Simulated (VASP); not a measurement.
# IrS (P-6m2) in VASP: a series of runs, part 2 of 2

VASP 6.6.1. Earlier steps stand in the parts before.

## 4. Single point, PBE0(alpha)

POSCAR reads:

```
IrS
1.0
    3.4896986500      0.0000000000      0.0000000000
   -1.7448493200      3.0221676800      0.0000000000
    0.0000000000      0.0000000000      4.3456873700
Ir S
1 1
Direct
    0.0000000000      0.0000000000      0.5000000000
    0.6666666700      0.3333333300      0.0000000000
```

INCAR.step1 reads:

```
ALGO     = Normal         # electronic algorithm
EDIFF    = 1E-5           # SCF threshold, eV
ENCUT    = 520            # plane-wave cutoff, eV
GGA      = PE             # functional
ISIF     = 2              # what is computed and relaxed
ISMEAR   = -1             # smearing method
LASPH    = True           # aspherical terms in the spheres
LCHARG   = False          # write CHGCAR
LREAL    = False          # projectors in reciprocal space
LWAVE    = True           # write WAVECAR
NELM     = 60             # most SCF steps
PREC     = Accurate       # precision mode
SIGMA    = 0.05           # smearing width, eV
```

INCAR.step2 reads:

```
AEXX     = 0.3            # exact-exchange fraction
ALGO     = Normal         # electronic algorithm
EDIFF    = 1E-6           # SCF threshold, eV
ENCUT    = 520            # plane-wave cutoff, eV
GGA      = PE             # functional
HFRCUT   = -1           
ISIF     = 2              # what is computed and relaxed
ISMEAR   = -1             # smearing method
ISTART   = 1            
LASPH    = True           # aspherical terms in the spheres
LCHARG   = False          # write CHGCAR
LHFCALC  = True           # exact exchange
LREAL    = False          # projectors in reciprocal space
LWAVE    = False          # write WAVECAR
NELM     = 60             # most SCF steps
PREC     = Accurate       # precision mode
PRECFOCK = Fast         
SIGMA    = 0.05           # smearing width, eV
```

KPOINTS reads:

```
k-points
0
Gamma
  5 5 3
```

Potentials or basis: VASP PAW PBE potentials, release 64 (Ir, S).

On the command line:

```bash
$ cat potpaw_PBE.64/Ir/POTCAR potpaw_PBE.64/S/POTCAR > POTCAR
$ cp INCAR.step1 INCAR
$ mpirun -np 1 vasp_std > vasp.out
$ cp INCAR.step2 INCAR
$ mpirun -np 1 vasp_std > vasp.out
```

OUTCAR:

```text
AEXX = 0.3
   EDIFF = 1E-6
   ENCUT = 520
   GGA = PE
   ISIF = 2
   ISMEAR = -1
   ISTART = 1
   LASPH = True
   LHFCALC = True
   LREAL = False
   NELM = 60
   PREC = Accurate
   PRECFOCK = Fast

 ion  position               nearest neighbor table
   1  0.000  0.000  0.500-   2 2.96   2 2.96   2 2.96   2 2.96   2 2.96   2 2.96
   2  0.667  0.333  0.000-   1 2.96   1 2.96   1 2.96   1 2.96   1 2.96   1 2.96

  LATTYP: Found a hexagonal cell.
 ALAT       =     3.4896986500
 C/A-ratio  =     1.2452901542

  Lattice vectors:

 A1 = (   3.4896986500,   0.0000000000,   0.0000000000)
 A2 = (  -1.7448493200,   3.0221676800,   0.0000000000)
 A3 = (   0.0000000000,   0.0000000000,   4.3456873700)

Analysis of symmetry for initial positions (statically):
=====================================================================
 Subroutine PRICEL returns:
 Original cell was already a primitive cell.

 Routine SETGRP: Setting up the symmetry group for a
 hexagonal supercell.

 Subroutine GETGRP returns: Found 12 space group operations
 (whereof 12 operations were pure point group operations)
 out of a pool of 24 trial point group operations.

The static configuration has the point symmetry D_3h.

[... 166 lines left out ...]
      4       0.2723      2.00000
      5       0.2723      2.00000
      6       1.8413      2.00000
      7       1.8413      2.00000
      8       3.9322      0.00000
      9       4.2060      0.00000
     10       4.2060      0.00000
     11      12.5717      0.00000
[... 113 lines left out ...]
 k-point    10 :       0.4000    0.2000    0.3333
  band No.  band energies     occupation
      1     -11.0918      2.00000
      2      -2.3388      2.00000
      3      -1.5690      2.00000
      4      -0.9524      2.00000
      5       0.7653      2.00000
      6       1.7720      2.00000
      7       2.0637      2.00000
      8       4.0508      0.00000
      9       4.5355      0.00000
     10       6.7106      0.00000
     11       9.6948      0.00000

------------------------ aborting loop because EDIFF is reached ----------------------------------------

  FORCE on cell =-STRESS in cart. coord.  units (eV):
  Direction    XX          YY          ZZ          XY          YZ          ZX
  --------------------------------------------------------------------------------------
  -------------------------------------------------------------------------------------
  Total       -7.9284757     -7.9284757    -13.1564011     -0.0000000      0.0000000      0.0000000
  in kB     -277.1630413   -277.1630408   -459.9204567     -0.0000005      0.0000000      0.0000000
  external PRESSURE =    -338.0821796 kB  Pullay stress =       0.0000000 kB

 VOLUME and BASIS-vectors are now :
 -----------------------------------------------------------------------------
  energy-cutoff  :      520.00
  volume of cell :       45.83
      direct lattice vectors                 reciprocal lattice vectors
     3.489698650  0.000000000  0.000000000     0.286557695  0.165444162  0.000000000
    -1.744849320  3.022167680  0.000000000     0.000000000  0.330888325  0.000000000
     0.000000000  0.000000000  4.345687370     0.000000000  0.000000000  0.230113194

 POSITION                                       TOTAL-FORCE (eV/Angst)
 -----------------------------------------------------------------------------------
      0.00000      0.00000      2.17284        -0.000000      0.000000      0.000000
      1.74485      1.00739      0.00000         0.000000     -0.000000      0.000000
 -----------------------------------------------------------------------------------
    total drift:                               -0.000007      0.000006      0.000000

  FREE ENERGIE OF THE ION-ELECTRON SYSTEM (eV)
  ---------------------------------------------------
  free  energy   TOTEN  =       -13.0965443200 eV

  energy  without entropy=      -13.0857598855  energy(sigma->0) =      -13.09115210
```

OUTCAR.step1:

```text
EDIFF = 1E-5
   ENCUT = 520
   GGA = PE
   ISIF = 2
   ISMEAR = -1
[... 346 lines left out ...]
 -----------------------------------------------------------------------------------
      0.00000      0.00000      2.17284         0.000000     -0.000000      0.000000
      1.74485      1.00739      0.00000        -0.000000      0.000000      0.000000
 -----------------------------------------------------------------------------------
    total drift:                               -0.000010      0.000005      0.000000

  FREE ENERGIE OF THE ION-ELECTRON SYSTEM (eV)
  ---------------------------------------------------
  free  energy   TOTEN  =        -9.5831478973 eV

  energy  without entropy=       -9.5526334103  energy(sigma->0) =       -9.56789065
```

OSZICAR.step1:

```text
N       E                     dE             d eps       ncg     rms          rms(c)
DAV:   1     0.930944806281E+02    0.93094E+02   -0.61758E+03   220   0.115E+03
DAV:   2    -0.237458623797E+01   -0.95469E+02   -0.88607E+02   226   0.273E+02
DAV:   3    -0.988277741458E+01   -0.75082E+01   -0.67765E+01   262   0.730E+01
DAV:   4    -0.101415712986E+02   -0.25879E+00   -0.25647E+00   266   0.158E+01
DAV:   5    -0.101479654461E+02   -0.63941E-02   -0.63882E-02   273   0.216E+00    0.877E+00
DAV:   6    -0.103924745932E+02   -0.24451E+00   -0.72090E+00   291   0.275E+01    0.896E+00
DAV:   7    -0.958715163355E+01    0.80532E+00   -0.37230E+00   298   0.177E+01    0.278E+00
DAV:   8    -0.958286137668E+01    0.42903E-02   -0.19404E-01   238   0.420E+00    0.136E+00
DAV:   9    -0.958347232608E+01   -0.61095E-03   -0.33479E-03   301   0.512E-01    0.857E-01
DAV:  10    -0.958315597208E+01    0.31635E-03   -0.35656E-03   238   0.706E-01    0.144E-01
DAV:  11    -0.958314789730E+01    0.80748E-05   -0.60740E-05   253   0.918E-02
   1 F= -.95831479E+01 E0= -.95678907E+01  d E =-.305145E-01
```

Wall time 1.8 min (1 thread of Intel Xeon 6975P-C (Granite Rapids), shared host); peak memory 0.17 GiB.

Results:

```
Free energy            : -13.0965 eV
Pressure               : -33.8 GPa
Band gap on the k mesh : none (metal or under the smearing width)
```

Stress tensor (GPa, compression positive):
```
-27.72   0.00   0.00
  0.00 -27.72   0.00
  0.00   0.00 -45.99
```

Levels at points of the mesh, in eV from the Fermi level:
```tsv
k point	band 3	band 4	band 5	band 6	band 7	band 8	band 9	band 10	band 11
(0.00, 0.00, 0.00)	-3.99	-2.86	-2.86	-1.29	-1.29	0.80	1.08	1.08	9.44
```

Caveat: the k mesh is coarse (spacing up to 0.48 Å⁻¹), so the values aren't converged, least of all with exact exchange; a pressure of tens of GPa on the cell as given is suspect, and the run, the potentials or the cell itself is likely at fault; the PAW data sets were made with another functional, which shifts forces and pressure a little.

## 5. Single point, PBE0(alpha)

POSCAR is that of step 4.

INCAR.step1 is that of step 4.

INCAR.step2, as its differences from that of step 4:

```diff
@@ -1,2 +1,2 @@
-AEXX     = 0.3            # exact-exchange fraction
+AEXX     = 0.4            # exact-exchange fraction
 ALGO     = Normal         # electronic algorithm
```

KPOINTS is that of step 4.

On the command line:

```bash
$ cat potpaw_PBE.64/Ir/POTCAR potpaw_PBE.64/S/POTCAR > POTCAR
$ cp INCAR.step1 INCAR
$ mpirun -np 1 vasp_std > vasp.out
$ cp INCAR.step2 INCAR
$ mpirun -np 1 vasp_std > vasp.out
```

Run time: 1.9 min. Hardware: 1 thread of Intel Xeon 6975P-C (Granite Rapids), shared host; peak memory 0.17 GiB.

Results (log left out):

* Free energy: -14.3138 eV
* Pressure: -35.6 GPa
* Band gap on the k mesh: none (metal or under the smearing width)

Stress tensor (GPa, compression positive):
```
-28.77   0.00   0.00
  0.00 -28.77   0.00
  0.00   0.00 -49.14
```

Levels at points of the mesh, in eV from the Fermi level:
```csv
k point,band 5,band 6,band 7,band 8,band 9,band 10
"(0.00, 0.00, 0.00)",-3.24,-1.49,-1.49,1.10,1.25,1.25
```

Caveat: the k mesh is coarse (spacing up to 0.48 Å⁻¹), so the values aren't converged, least of all with exact exchange; a pressure of tens of GPa on the cell as given is suspect, and the run, the potentials or the cell itself is likely at fault; the PAW data sets were made with another functional, which shifts forces and pressure a little. Spin-orbit coupling is left out, which matters for the levels of Ir.

## 6. Single point, PBE0(alpha)

POSCAR is that of step 5.

INCAR.step1 is that of step 5.

INCAR.step2, as its differences from that of step 5:

```diff
@@ -1,2 +1,2 @@
-AEXX     = 0.4            # exact-exchange fraction
+AEXX     = 0.5            # exact-exchange fraction
 ALGO     = Normal         # electronic algorithm
```

KPOINTS is that of step 5.

Potentials or basis: VASP PAW PBE potentials, release 64 (Ir, S).

On the command line:

```bash
$ cat potpaw_PBE.64/Ir/POTCAR potpaw_PBE.64/S/POTCAR > POTCAR
$ cp INCAR.step1 INCAR
$ mpirun -np 1 vasp_std > vasp.out
$ cp INCAR.step2 INCAR
$ mpirun -np 1 vasp_std > vasp.out
```

It took 2.3 min on 1 thread of Intel Xeon 6975P-C (Granite Rapids), shared host; peak memory 0.17 GiB.

The run converged. Its results:

```yaml
Free_energy: -15.5524 eV
Pressure: -37.2 GPa
Band_gap_on_the_k_mesh: none (metal or under the smearing width)
```

Stress tensor (GPa, compression positive):
```
-29.73   0.00   0.00
  0.00 -29.73   0.00
  0.00   0.00 -52.14
```

Levels at points of the mesh, in eV from the Fermi level:
```tsv
k point	band 3	band 4	band 5	band 6	band 7	band 8	band 9	band 10	band 11
(0.00, 0.00, 0.00)	-4.76	-3.67	-3.67	-1.69	-1.69	1.38	1.38	1.39	10.29
```

Caveat: the k mesh is coarse (spacing up to 0.48 Å⁻¹), so the values aren't converged, least of all with exact exchange; a pressure of tens of GPa on the cell as given is suspect, and the run, the potentials or the cell itself is likely at fault; the PAW data sets were made with another functional, which shifts forces and pressure a little. The run has no spin-orbit coupling, so splittings on Ir are missing.

## 7. Overview

```csv
share of exact exchange,gap on the mesh (eV),pressure (GPa)
0.2,none,-31.9
0.25,none,-32.9
0.3,none,-33.8
0.4,none,-35.6
0.5,none,-37.2
```

Alike in all rows: task single point; level PBE0(alpha); potentials or basis VASP PAW PBE potentials, release 64 (Ir, S); no spin polarisation; cell as given; k mesh 5 × 5 × 3; cutoff (eV) 520; smearing fermi-dirac 0.05 eV; the mesh is coarse, so values aren't converged.

Caveats: all runs use coarse meshes; a pressure of tens of GPa on the cell as given is suspect, and the run, the potentials or the cell itself is likely at fault; the PAW data sets were made with another functional, which shifts forces and pressure a little.

Total energies depend on the potentials used, so only differences within one code and one set of settings carry meaning.
